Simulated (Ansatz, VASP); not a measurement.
## Two plane-wave programs on Au3ClO

```
Au Cl O
1.0
     4.55275    0.00000    0.00000
     0.00000    4.55275    0.00000
     0.00000    0.00000    4.55275
Au Cl O
3 1 1
Direct
  0.00000 0.50000 0.50000
  0.50000 0.00000 0.50000
  0.50000 0.50000 0.00000
  0.00000 0.00000 0.00000
  0.50000 0.50000 0.50000
```

Alike in both runs: functional PBE; k mesh 6 × 6 × 6; occupations gaussian, width 0.1 eV; no spin polarisation.

Ansatz relaxed the structure, and its values are those at the end. VASP's run is a single point on that final structure, the one shown.

```csv
,VASP,Ansatz
version,VASP 6.6.1,Ansatz 0.2.0
potentials or method,"VASP PAW PBE potentials, release 64 (Au, Cl, O)","scalar-relativistic, plane waves, PAW"
plane-wave cutoff (eV),520,420
valence electrons in the cell,46,70
```

```tsv
	VASP	Ansatz	Ansatz less VASP
gap on the k mesh at the Fermi level (eV)	none	none	-
pressure (GPa)	-0.1	0.0	+0.15
```

A gap of «none» marks a metal or a gap that the smearing closes. The functional is the same, so the differences come from potentials, cutoffs and numerics. The two sets of potentials don't hold the same shells in valence.

Spin-orbit coupling is left out, which matters for the levels of Au.
